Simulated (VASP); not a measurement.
These are LDA (Ceperley-Alder, Perdew-Zunger), VASP's LDA PAW potentials (set 64) (plane waves; VASP) values and carry that method's errors.

Input for VASP

### POSCAR
```
ZnO
1.0
  1.6250000000  -2.8145830000   0.0000000000
  1.6250000000   2.8145830000   0.0000000000
  0.0000000000   0.0000000000   5.2100000000
Zn O
2 2
direct
  0.6666670000   0.3333330000   0.5000000000
  0.3333330000   0.6666670000   0.0000000000
  0.6666670000   0.3333330000   0.8820000000
  0.3333330000   0.6666670000   0.3820000000
```

File KPOINTS:
```
Automatic
0
gamma
 8 8 5
0 0 0
```

### INCAR
```
# general
SYSTEM =ZnO
PREC   =Accurate
ENCUT  =520
LREAL  =.FALSE.   # projection in real space or not
LASPH  =.TRUE.   # aspherical one-centre terms

# electronic loop
EDIFF  =1E-6   # SCF stop (eV)
NELM   =100   # most electronic steps
ALGO   =Normal
LMAXMIX=4

# smearing
ISMEAR =0   # Gaussian
SIGMA  =0.05

# ions
IBRION =2
NSW    =60   # most ionic steps
ISIF   =3   # ions, shape and volume
EDIFFG =-0.01   # ionic stop

# output
LWAVE  =.FALSE.
LCHARG =.FALSE.
```

POTCAR, in this order: Zn O (LDA.64 set). Program: vasp_std.

The resulting files:

### OSZICAR
```
...
DAV:   4    -0.241693536676E+02   -0.56239E+00   -0.56179E+00  1470   0.224E+01
DAV:   5    -0.241739812021E+02   -0.46275E-02   -0.46271E-02  1536   0.198E+00    0.148E+01
DAV:   6    -0.210702480889E+02    0.31037E+01   -0.11241E+01  2352   0.729E+01    0.940E+00
DAV:   7    -0.211812991785E+02   -0.11105E+00   -0.23896E+00  1452   0.191E+01    0.554E+00
DAV:   8    -0.211810842161E+02    0.21496E-03   -0.87998E-01  1764   0.869E+00    0.182E+00
DAV:   9    -0.211167811563E+02    0.64303E-01   -0.18760E-01  2052   0.821E+00    0.363E-01
DAV:  10    -0.211196465438E+02   -0.28654E-02   -0.51214E-02  1332   0.171E+00    0.104E-01
DAV:  11    -0.211195442625E+02    0.10228E-03   -0.95603E-04  1566   0.274E-01    0.276E-02
DAV:  12    -0.211195453701E+02   -0.11076E-05   -0.46365E-05  1560   0.145E-01    0.776E-03
DAV:  13    -0.211195486773E+02   -0.33071E-05   -0.11458E-05  1952   0.844E-02    0.141E-02
DAV:  14    -0.211195455829E+02    0.30944E-05   -0.55681E-06  1722   0.281E-02    0.445E-03
DAV:  15    -0.211195454688E+02    0.11416E-06   -0.11806E-06   696   0.988E-03
   1 F= -.21119545E+02 E0= -.21119545E+02  d E =-.211195E+02
       N       E                     dE             d eps       ncg     rms          rms(c)
DAV:   1    -0.230943990772E+02   -0.19749E+01   -0.26921E+01  1586   0.102E+02    0.103E+01
DAV:   2    -0.213290229665E+02    0.17654E+01   -0.77280E+00  1554   0.603E+01    0.353E+00
DAV:   3    -0.212054657090E+02    0.12356E+00   -0.24633E-01  1356   0.461E+00    0.195E+00
DAV:   4    -0.211450049472E+02    0.60461E-01   -0.40278E-02  2472   0.431E+00    0.302E-01
DAV:   5    -0.211445505436E+02    0.45440E-03   -0.16253E-02  1398   0.113E+00    0.129E-01
DAV:   6    -0.211444346608E+02    0.11588E-03   -0.53902E-04  1478   0.189E-01    0.838E-02
DAV:   7    -0.211444037619E+02    0.30899E-04   -0.33749E-04  1556   0.476E-01    0.308E-02
DAV:   8    -0.211444075904E+02   -0.38285E-05   -0.35567E-05  1548   0.666E-02    0.163E-02
DAV:   9    -0.211444043028E+02    0.32876E-05   -0.17820E-05  1584   0.123E-01    0.424E-03
DAV:  10    -0.211444045555E+02   -0.25276E-06   -0.30585E-06  1030   0.190E-02
   2 F= -.21144405E+02 E0= -.21144405E+02  d E =-.248591E-01
       N       E                     dE             d eps       ncg     rms          rms(c)
DAV:   1    -0.214150445939E+02   -0.27064E+00   -0.37963E+00  1530   0.403E+01    0.363E+00
DAV:   2    -0.211889357173E+02    0.22611E+00   -0.83455E-01  1678   0.201E+01    0.141E+00
DAV:   3    -0.211677315035E+02    0.21204E-01   -0.16793E-02  1808   0.391E+00    0.793E-01
DAV:   4    -0.211593952737E+02    0.83362E-02   -0.83563E-03  2186   0.171E+00    0.776E-02
DAV:   5    -0.211594601176E+02   -0.64844E-04   -0.22644E-03  1508   0.504E-01    0.234E-02
DAV:   6    -0.211594662830E+02   -0.61654E-05   -0.69250E-05  1548   0.188E-01    0.116E-02
DAV:   7    -0.211594686707E+02   -0.23876E-05   -0.13637E-05  1568   0.534E-02    0.397E-03
DAV:   8    -0.211594683196E+02    0.35105E-06   -0.80774E-07   690   0.350E-02
   3 F= -.21159468E+02 E0= -.21159468E+02  d E =-.399229E-01
       N       E                     dE             d eps       ncg     rms          rms(c)
DAV:   1    -0.211597445283E+02   -0.27586E-03   -0.43004E-03  1554   0.133E+00    0.124E-01
DAV:   2    -0.211594822562E+02    0.26227E-03   -0.10150E-03  1636   0.705E-01    0.460E-02
DAV:   3    -0.211594591982E+02    0.23058E-04   -0.17154E-05  1796   0.110E-01    0.256E-02
DAV:   4    -0.211594499033E+02    0.92950E-05   -0.96726E-06  1988   0.559E-02    0.273E-03
DAV:   5    -0.211594499630E+02   -0.59729E-07   -0.25085E-06   958   0.164E-02
   4 F= -.21159450E+02 E0= -.21159450E+02  d E =-.399045E-01
       N       E                     dE             d eps       ncg     rms          rms(c)
DAV:   1    -0.211597066385E+02   -0.25674E-03   -0.65653E-02  1320   0.205E+00    0.812E-02
DAV:   2    -0.211597576403E+02   -0.51002E-04   -0.13208E-03  1452   0.378E-01    0.507E-02
DAV:   3    -0.211597221082E+02    0.35532E-04   -0.23268E-05  1668   0.618E-02    0.207E-02
DAV:   4    -0.211597161920E+02    0.59163E-05   -0.10467E-05  1550   0.380E-02    0.314E-03
DAV:   5    -0.211597163503E+02   -0.15834E-06   -0.20871E-06   920   0.169E-02
   5 F= -.21159716E+02 E0= -.21159716E+02  d E =-.266387E-03
       N       E                     dE             d eps       ncg     rms          rms(c)
DAV:   1    -0.211599101269E+02   -0.19393E-03   -0.32720E-01  1320   0.458E+00    0.182E-01
DAV:   2    -0.211601658516E+02   -0.25572E-03   -0.65981E-03  1446   0.845E-01    0.114E-01
DAV:   3    -0.211599893050E+02    0.17655E-03   -0.11613E-04  1646   0.144E-01    0.467E-02
DAV:   4    -0.211599595984E+02    0.29707E-04   -0.54393E-05  1622   0.860E-02    0.701E-03
DAV:   5    -0.211599603946E+02   -0.79620E-06   -0.10367E-05  1398   0.370E-02    0.379E-03
DAV:   6    -0.211599603346E+02    0.59982E-07   -0.13033E-07   696   0.601E-03
   6 F= -.21159960E+02 E0= -.21159960E+02  d E =-.510372E-03
       N       E                     dE             d eps       ncg     rms          rms(c)
DAV:   1    -0.211606480198E+02   -0.68763E-03   -0.23680E-02  1320   0.151E+00    0.156E-01
DAV:   2    -0.211602914934E+02    0.35653E-03   -0.11783E-03  1628   0.652E-01    0.852E-02
DAV:   3    -0.211601500729E+02    0.14142E-03   -0.10824E-04  1802   0.162E-01    0.329E-02
DAV:   4    -0.211601300139E+02    0.20059E-04   -0.50095E-05  1768   0.896E-02    0.538E-03
DAV:   5    -0.211601304866E+02   -0.47279E-06   -0.87766E-06  1416   0.324E-02
   7 F= -.21160130E+02 E0= -.21160130E+02  d E =-.170152E-03
       N       E                     dE             d eps       ncg     rms          rms(c)
DAV:   1    -0.211627120568E+02   -0.25820E-02   -0.11286E-01  1320   0.328E+00    0.341E-01
DAV:   2    -0.211610065113E+02    0.17055E-02   -0.55970E-03  1612   0.142E+00    0.186E-01
DAV:   3    -0.211603321758E+02    0.67434E-03   -0.52141E-04  1802   0.356E-01    0.716E-02
DAV:   4    -0.211602373836E+02    0.94792E-04   -0.23894E-04  1760   0.196E-01    0.118E-02
DAV:   5    -0.211602396224E+02   -0.22388E-05   -0.41751E-05  1416   0.704E-02    0.542E-03
DAV:   6    -0.211602393304E+02    0.29200E-06   -0.11330E-06   816   0.271E-02
   8 F= -.21160239E+02 E0= -.21160239E+02  d E =-.278996E-03
       N       E                     dE             d eps       ncg     rms          rms(c)
DAV:   1    -0.211603108480E+02   -0.71226E-04   -0.21617E-03  1320   0.459E-01    0.470E-02
DAV:   2    -0.211602791705E+02    0.31677E-04   -0.11021E-04  1614   0.203E-01    0.260E-02
DAV:   3    -0.211602661538E+02    0.13017E-04   -0.10122E-05  1782   0.489E-02    0.991E-03
DAV:   4    -0.211602643485E+02    0.18052E-05   -0.42532E-06  1388   0.267E-02    0.157E-03
DAV:   5    -0.211602644116E+02   -0.63084E-07   -0.95945E-07   666   0.115E-02
   9 F= -.21160264E+02 E0= -.21160264E+02  d E =-.304077E-03
       N       E                     dE             d eps       ncg     rms          rms(c)
DAV:   1    -0.211602663860E+02   -0.20375E-05   -0.79007E-05  1320   0.894E-02    0.904E-03
DAV:   2    -0.211602651903E+02    0.11957E-05   -0.39566E-06  1272   0.361E-02    0.501E-03
DAV:   3    -0.211602647378E+02    0.45252E-06   -0.50103E-07   678   0.885E-03
  10 F= -.21160265E+02 E0= -.21160265E+02  d E =-.304403E-03
       N       E                     dE             d eps       ncg     rms          rms(c)
DAV:   1    -0.211602486078E+02    0.16583E-04   -0.35250E-04  1320   0.183E-01    0.193E-02
DAV:   2    -0.211602430974E+02    0.55104E-05   -0.16601E-05  1656   0.776E-02    0.105E-02
DAV:   3    -0.211602409001E+02    0.21974E-05   -0.10530E-06   776   0.207E-02    0.419E-03
DAV:   4    -0.211602406428E+02    0.25725E-06   -0.17619E-06   684   0.137E-02
  11 F= -.21160241E+02 E0= -.21160241E+02  d E =-.280308E-03
```

**OUTCAR**
```
------------------------ aborting loop because EDIFF is reached ----------------------------------------
  FORCE on cell =-STRESS in cart. coord.  units (eV):
  Direction    XX          YY          ZZ          XY          YZ          ZX
  --------------------------------------------------------------------------------------
  Total        0.0169104      0.0169104      0.0327777      0.0000000      0.0000000      0.0000000
  in kB        0.5934962      0.5934964      1.1503865      0.0000000      0.0000000      0.0000000
  external PRESSURE =       0.7791264 kB  Pullay stress =       0.0000000 kB
  volume of cell :       45.65
      direct lattice vectors                 reciprocal lattice vectors
     1.597542263 -2.767024782  0.000000000     0.312980765 -0.180699502  0.000000000
     1.597542263  2.767024782  0.000000000     0.312980765  0.180699502 -0.000000000
     0.000000000  0.000000000  5.163573152     0.000000000  0.000000000  0.193664343
  FREE ENERGIE OF THE ION-ELECTRON SYSTEM (eV)
  ---------------------------------------------------
  free  energy   TOTEN  =       -21.1602406428 eV

  energy  without entropy=      -21.1602406428  energy(sigma->0) =      -21.16024064

 reached required accuracy - stopping structural energy minimisation
```
(Selected blocks of OUTCAR.)

**CONTCAR**
```
ZnO
   1.00000000000000
     1.5975422626947999   -2.7670247818794866    0.0000000000000000
     1.5975422626947999    2.7670247818794866    0.0000000000000000
     0.0000000000000000    0.0000000000000000    5.1635731517195529
  Zn              O
     2     2
Direct
     0.6666669999999968    0.3333330000000032    0.5017674771269062
     0.3333330000000032    0.6666669999999968    0.0017674771269061
     0.6666669999999968    0.3333330000000032    0.8802325228730917
     0.3333330000000032    0.6666669999999968    0.3802325228730918
```

**OUTCAR**
```
 val. band max:        1.2807777232   @ k =   0.0000   0.0000   0.0000

 cond. band min:       2.0789369636   @ k =   0.0000   0.0000   0.0000


 Fermi energy:         1.5199985558

 k-point     1 :       0.0000    0.0000    0.0000
  band No.  band energies     occupation
      1     -16.8807      2.00000
      2     -16.0492      2.00000
      3      -4.7832      2.00000
      4      -4.7117      2.00000
      5      -4.7117      2.00000
      6      -4.6736      2.00000
      7      -4.5043      2.00000
      8      -4.5043      2.00000
      9      -3.4152      2.00000
     10      -3.4152      2.00000
     11      -3.1807      2.00000
     12      -3.1807      2.00000
     13      -2.8803      2.00000
     14       0.4274      2.00000
     15       0.4274      2.00000
     16       1.1787      2.00000
     17       1.2808      2.00000
     18       1.2808      2.00000
     19       2.0789      0.00000
     20       6.5474      0.00000
     21       9.4622      0.00000
     22      14.2070      0.00000

 k-point     2 :       0.1250    0.0000    0.0000
  band No.  band energies     occupation
      1     -16.7832      2.00000
      2     -16.0056      2.00000
      3      -4.8282      2.00000
      4      -4.6601      2.00000
      5      -4.6440      2.00000
      6      -4.6220      2.00000
      7      -4.5033      2.00000
      8      -4.4297      2.00000
      9      -3.4563      2.00000
     10      -3.4193      2.00000
     11      -3.1723      2.00000
     12      -3.1207      2.00000
     13      -2.8984      2.00000
     14      -0.1523      2.00000
     15       0.2084      2.00000
     16       0.4690      2.00000
     17       1.0680      2.00000
     18       1.1629      2.00000
     19       3.0932      0.00000
     20       7.1932      0.00000
     21       9.4417      0.00000
     22      12.7643      0.00000

 k-point     3 :       0.2500    0.0000    0.0000
  band No.  band energies     occupation
      1     -16.5304      2.00000
...
```

Energy and stress use the plane-wave basis of the starting cell.

The compound is ZnO in the wurtzite structure. This run relaxes it. Symmetry was kept, so distortions that lower it aren't found.
